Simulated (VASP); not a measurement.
VASP input:

KPOINTS:
```
Automatic mesh
0
Gamma
10 10 10
0 0 0
```

INCAR:
```
ALGO=Normal
EDIFF=1E-7
ENCUT=600
GGA=PE
ISIF=2
ISMEAR=0
LASPH=.True.
LCHARG=.False.
LREAL=.False.
LWAVE=.False.
NELM=100
PREC=Accurate
SIGMA=0.05
SYSTEM=LiF
```

POSCAR:
```
LiF
2.8676620
  0.0000000000   0.7071067351   0.7071067351
  0.7071067351   0.0000000000   0.7071067351
  0.7071067351   0.7071067351   0.0000000000
Li F
1 1
Cart
  0.0000000000   0.0000000000   0.0000000000
  0.7071067351   0.7071067351   0.7071067351
```

POTCAR, in this order: Li_sv F (PBE.64 set). Program: vasp_std.

Task: Write an equivalent input for Ansatz.

Result: One equivalent input (not run):
Ansatz 0.2 input:
```yaml
crystal:
  lattice:
    - [0.0000000, 2.0277431, 2.0277431]
    - [2.0277431, 0.0000000, 2.0277431]
    - [2.0277431, 2.0277431, 0.0000000]
  atoms:
    - { symbol: Li, position: [0.0000000, 0.0000000, 0.0000000] }
    - { symbol: F, position: [0.5000000, 0.5000000, 0.5000000] }
kpoints:
  mp_grid: { grid: [10, 10, 10] }
hamiltonian:
  xc: pbe
  pseudopotentials: { kind: paw }
scf:
  occupations: { method: gaussian, width: 0.05 }
  max_iter: 100
output: { forces: true, stress: true, eigenvalues: true }
```
Limits of the translation: each code has its own PAW files, so the cut-off isn't converted (ENCUT is set for VASP's; basis.ecutwfc is left out, and Ansatz then takes the one that its files recommend); Ansatz stops its SCF on the density residual and VASP on the energy change (EDIFF).

The compound is LiF in the rock salt structure. It was relaxed first.
